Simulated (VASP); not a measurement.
The system is ScAl3.

```xyz
4
Lattice="4.0878 0.0000 0.0000 0.0000 4.0878 0.0000 0.0000 0.0000 4.0878" Properties=species:S:1:pos:R:3 pbc="T T T"
Sc    0.0000    0.0000    0.0000
Al    2.0439    0.0000    2.0439
Al    0.0000    2.0439    2.0439
Al    2.0439    2.0439    0.0000
```

The cell is a database's computed one.

```yaml
Program: VASP 6.6.1
Task: relaxation of cell and atoms
Functional: RPBE
Potentials_or_basis: VASP PAW PBE potentials, release 64 (Sc_sv, Al)
Cutoff: 600 eV
k_mesh: 10 × 10 × 10
Occupations: gaussian, width 0.1 eV
Spin: no spin polarisation
```

At the start: pressure 3.2 GPa; volume 17.08 Å³/atom.

Task: How do energy, volume and symmetry change on relaxing?

Result: Over 3 steps the energy falls by 6.0 meV/atom and the volume is 17.70 Å³/atom (+3.6 %); space group Pm-3m (No. 221, to 0.05 Å).

Step by step:
```
step  energy change (eV)  largest force (eV/Å)  pressure (GPa)  volume (Å³)
   1              0.0000                0.0000            3.19        68.31
   2             -0.0208                0.0000           -1.03        71.72
   3             -0.0239                0.0000            0.01        70.79
```

Final structure:
```
Sc Al
1.0
     4.13672    0.00000    0.00000
     0.00000    4.13672    0.00000
     0.00000    0.00000    4.13672
Sc Al
1 3
Cartesian
  0.0000 0.0000 0.0000
  2.0684 0.0000 2.0684
  0.0000 2.0684 2.0684
  2.0684 2.0684 0.0000
```

Caveat: the PAW data sets were made with another functional, which shifts forces and pressure a little.
